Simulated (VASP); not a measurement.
Level of theory: LDA (Ceperley-Alder, Perdew-Zunger), VASP's LDA PAW potentials (set 64) (plane waves; VASP).

VASP ran on this input.

### INCAR
```
ALGO  =  Normal
EDIFF  =  1E-6
EDIFFG  =  -0.01
ENCUT  =  520
IBRION  =  2
ISIF  =  3
ISMEAR  =  1
LASPH  =  .TRUE.
LCHARG  =  .FALSE.
LMAXMIX  =  4
LREAL  =  .FALSE.
LWAVE  =  .FALSE.
NELM  =  100
NSW  =  60
PREC  =  Accurate
SIGMA  =  0.1
SYSTEM  =  Ge
```

### KPOINTS
```
kpoints
0
Gamma
10 10 10
```

POSCAR:
```
Ge
1.0
  0.0000000000   2.8115787801   2.8115787801
  2.8115787801   0.0000000000   2.8115787801
  2.8115787801   2.8115787801   0.0000000000
Ge
2
Cartesian
  0.0000000000   0.0000000000   0.0000000000
  1.4057893901   1.4057893901   1.4057893901
```

POTCAR, in this order: Ge_d (LDA.64 set). Program: vasp_std.

What does the run give for the energy per atom (σ→0), volume per atom, band gap (on the k-mesh)?

```
Item                                                         Value
------------------------  ----------------------------------------
energy per atom (σ→0)                               -5194 meV/atom
band gap (on the k-mesh)  none (metal, semimetal or under 0.01 eV)
volume per atom                                     22.25 Å^3/atom
```

### OSZICAR
```
...
   3 F= -.10388579E+02 E0= -.10388584E+02  d E =-.625272E-05
       N       E                     dE             d eps       ncg     rms          rms(c)
DAV:   1    -0.103886658202E+02   -0.86902E-04   -0.12099E-03  2244   0.721E-01    0.548E-02
DAV:   2    -0.103886004139E+02    0.65406E-04   -0.93233E-05  2198   0.202E-01    0.270E-02
DAV:   3    -0.103885798792E+02    0.20535E-04   -0.34654E-05  2196   0.109E-01    0.654E-03
DAV:   4    -0.103885783510E+02    0.15282E-05   -0.39126E-06  1628   0.417E-02    0.132E-03
DAV:   5    -0.103885783241E+02    0.26846E-07   -0.30232E-07   852   0.112E-02
   4 F= -.10388578E+02 E0= -.10388583E+02  d E =-.600196E-05
```

The compound is Ge in the diamond structure. This run relaxes it. Symmetry was kept, so distortions that lower it aren't found. The start is the result of an earlier pass.
